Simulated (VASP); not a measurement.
Here is the system:

```
CELL_PARAMETERS angstrom
      3.31954     0.00000     0.00000
      0.00000     5.70115     0.00000
      0.00000     0.00000     3.81374
ATOMIC_POSITIONS crystal
  Sn 0.00000 0.23564 0.53174
  Sn 0.50000 0.76436 0.03174
  O  0.00000 0.88201 0.71826
  O  0.50000 0.11799 0.21826
```

All values below come from PBEsol GGA, VASP's PBE PAW potentials (set 64) (plane waves; VASP 6.6.1). Run with 520 eV cut-off, 8×5×7 Γ-centred mesh, tetrahedra with Blöchl corrections, potentials Sn_d O.

Without a dispersion term in the relaxation, distances and binding between the weakly bound layers, chains or molecules are unreliable, and so is what depends on them.

Question: What does the run give for the energy per atom (σ→0)?

Answer: 
```
Property                        Value
---------------------  --------------
energy per atom (σ→0)  -5.958 eV/atom
```

The absolute energy has meaning only against runs of the same code, potentials and settings.

The structure comes from a computed database's SnO entry (Pmn2_1); how it stands against other phases isn't given here. It was relaxed first, which changed the volume by -10 %.
